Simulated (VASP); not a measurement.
Output of a VASP run:

OSZICAR:
```
...
DAV:   9    -0.914200232883E+02    0.68420E+00   -0.18202E+00  2788   0.225E+01    0.840E-01
DAV:  10    -0.918319504429E+02   -0.41193E+00   -0.50732E-01  2299   0.493E+00    0.671E-01
DAV:  11    -0.919310247344E+02   -0.99074E-01   -0.86357E-02  2478   0.289E+00    0.336E-01
DAV:  12    -0.919240585272E+02    0.69662E-02   -0.51652E-03  2321   0.506E-01    0.115E-01
DAV:  13    -0.919302230699E+02   -0.61645E-02   -0.15192E-02  1962   0.698E-01    0.113E-01
DAV:  14    -0.919320667987E+02   -0.18437E-02   -0.33361E-03  2308   0.523E-01    0.370E-02
DAV:  15    -0.919324119253E+02   -0.34513E-03   -0.34200E-04  2355   0.210E-01    0.109E-02
DAV:  16    -0.919324413383E+02   -0.29413E-04   -0.29103E-05  2732   0.112E-01    0.597E-03
DAV:  17    -0.919324385036E+02    0.28347E-05   -0.52952E-06  2090   0.428E-02    0.387E-03
DAV:  18    -0.919324394494E+02   -0.94587E-06   -0.75054E-06  1932   0.203E-02
   1 F= -.91932439E+02 E0= -.91932439E+02  d E =-.919324E+02
       N       E                     dE             d eps       ncg     rms          rms(c)
DAV:   1    -0.919410510587E+02   -0.86126E-02   -0.33074E-01  2590   0.656E+00    0.783E-01
DAV:   2    -0.919383761073E+02    0.26750E-02   -0.96626E-02  2476   0.547E+00    0.389E-01
DAV:   3    -0.919354841441E+02    0.28920E-02   -0.22377E-02  2412   0.313E+00    0.217E-01
DAV:   4    -0.919352079112E+02    0.27623E-03   -0.20156E-03  2612   0.445E-01    0.109E-01
DAV:   5    -0.919350976035E+02    0.11031E-03   -0.32452E-04  3124   0.320E-01    0.374E-02
DAV:   6    -0.919350978201E+02   -0.21655E-06   -0.15120E-04  2588   0.225E-01    0.159E-02
DAV:   7    -0.919351084242E+02   -0.10604E-04   -0.28779E-05  2508   0.151E-01    0.118E-02
DAV:   8    -0.919351088262E+02   -0.40197E-06   -0.24748E-06  1428   0.355E-02
   2 F= -.91935109E+02 E0= -.91935109E+02  d E =-.266938E-02
       N       E                     dE             d eps       ncg     rms          rms(c)
DAV:   1    -0.919356203114E+02   -0.51189E-03   -0.20174E-02  2598   0.162E+00    0.192E-01
DAV:   2    -0.919354531934E+02    0.16712E-03   -0.57266E-03  2492   0.134E+00    0.952E-02
DAV:   3    -0.919353029920E+02    0.15020E-03   -0.13294E-03  2428   0.753E-01    0.543E-02
DAV:   4    -0.919352846812E+02    0.18311E-04   -0.11381E-04  2620   0.113E-01    0.276E-02
DAV:   5    -0.919352799206E+02    0.47606E-05   -0.19638E-05  2956   0.789E-02    0.907E-03
DAV:   6    -0.919352807404E+02   -0.81977E-06   -0.98044E-06  2420   0.609E-02
   3 F= -.91935281E+02 E0= -.91935281E+02  d E =-.284129E-02
       N       E                     dE             d eps       ncg     rms          rms(c)
DAV:   1    -0.919475612485E+02   -0.12281E-01   -0.28743E-01  2404   0.719E+00    0.884E-01
DAV:   2    -0.919411135617E+02    0.64477E-02   -0.12917E-01  2164   0.695E+00    0.447E-01
DAV:   3    -0.919366422423E+02    0.44713E-02   -0.34019E-02  2412   0.369E+00    0.231E-01
DAV:   4    -0.919361456969E+02    0.49655E-03   -0.25995E-03  2756   0.507E-01    0.954E-02
DAV:   5    -0.919360163870E+02    0.12931E-03   -0.33288E-04  3124   0.333E-01    0.502E-02
DAV:   6    -0.919360211005E+02   -0.47135E-05   -0.10121E-04  2588   0.196E-01    0.299E-02
DAV:   7    -0.919360179163E+02    0.31842E-05   -0.32456E-05  2452   0.178E-01    0.180E-02
DAV:   8    -0.919360133844E+02    0.45319E-05   -0.70081E-06  1796   0.821E-02    0.620E-03
DAV:   9    -0.919360140733E+02   -0.68893E-06   -0.48000E-06  1740   0.271E-02
   4 F= -.91936014E+02 E0= -.91936014E+02  d E =-.733333E-03
```

OUTCAR:
```
------------------------ aborting loop because EDIFF is reached ----------------------------------------
  FORCE on cell =-STRESS in cart. coord.  units (eV):
  Direction    XX          YY          ZZ          XY          YZ          ZX
  --------------------------------------------------------------------------------------
  Total       -0.0101683     -0.0101683     -0.0305017      0.0000076      0.0000000     -0.0000000
  in kB       -0.1030316     -0.1030316     -0.3090614      0.0000770      0.0000000     -0.0000000
  external PRESSURE =      -0.1717082 kB  Pullay stress =       0.0000000 kB
  volume of cell :      158.12
      direct lattice vectors                 reciprocal lattice vectors
    -2.703610300  2.703611062  5.408061716     0.000000026  0.184937870  0.092454566
     2.703610300 -2.703611062  5.408061716     0.184937870 -0.000000026  0.092454566
     2.703611062  2.703610300 -5.408061716     0.184937896  0.184937844  0.000000000
 POSITION                                       TOTAL-FORCE (eV/Angst)
 -----------------------------------------------------------------------------------
      0.00000      2.70361      2.70403        -0.000000      0.000000     -0.000000
      0.00000      5.40722      0.00000        -0.000000      0.000000     -0.000000
      2.70361     -0.00000      2.70403        -0.000000      0.000000      0.000000
      2.70361      2.70361      0.00000        -0.000000      0.000000      0.000000
      1.30989      1.27424      1.39577        -0.000401      0.007079      0.004605
      1.27424      4.09733     -1.39577         0.007079      0.000401     -0.004605
      1.39372      1.42937      6.80383         0.000401     -0.007079      0.004605
      1.42937     -1.39372      4.01229        -0.007079     -0.000401     -0.004605
 -----------------------------------------------------------------------------------
    total drift:                                0.000396      0.000393     -0.000353
  FREE ENERGIE OF THE ION-ELECTRON SYSTEM (eV)
  ---------------------------------------------------
  free  energy   TOTEN  =       -91.9360140733 eV

  energy  without entropy=      -91.9360140733  energy(sigma->0) =      -91.93601407

 reached required accuracy - stopping structural energy minimisation
```
(Selected blocks of OUTCAR.)

### POSCAR
```
ZnCu2SnS4
1
   -2.7039795078     2.7039796559     5.4079523773
    2.7039795078    -2.7039796559     5.4079523773
    2.7039796559     2.7039795078    -5.4079523773
Zn Cu Sn S
1 2 1 4
Direct
  0.7500000000   0.2500000000   0.5000000000
  0.0000000000   0.0000000000   0.0000000000
  0.2500000000   0.7500000000   0.5000000000
  0.5000000000   0.5000000000   0.0000000000
  0.3632399448   0.3708793087   0.4751691222
  0.6291206913   0.1042898134   0.9923606362
  0.8957101866   0.8880708227   0.5248308778
  0.1119291773   0.6367600552   0.0076393638
```

### Question
Reconstruct the remaining input files.

### Answer
This is not unique; one that fits is the input of the run itself, r2SCAN meta-GGA, plane waves, VASP's PBE PAW potentials (set 64).

File KPOINTS:
```
Automatic mesh
0
Gamma
5 5 5
0 0 0
```

### INCAR
```
ALGO  =  Normal
EDIFF  =  1E-6
EDIFFG  =  -0.02
ENCUT  =  400
IBRION  =  2
ISIF  =  3
ISMEAR  =  0
LASPH  =  .True.
LCHARG  =  .False.
LMAXMIX  =  4
LMIXTAU  =  .True.
LREAL  =  .False.
LWAVE  =  .False.
METAGGA  =  R2SCAN
NELM  =  100
NSW  =  60
PREC  =  Accurate
SIGMA  =  0.05
SYSTEM  =  ZnCu2SnS4
```

POTCAR, in this order: Zn Cu Sn_d S (PBE.64 set). Program: vasp_std.

The structure comes from a computed database's ZnCu2SnS4 entry (I-4), a phase known from measurement. This run relaxes it. Symmetry was kept, so distortions that lower it aren't found. The start is the result of an earlier pass.
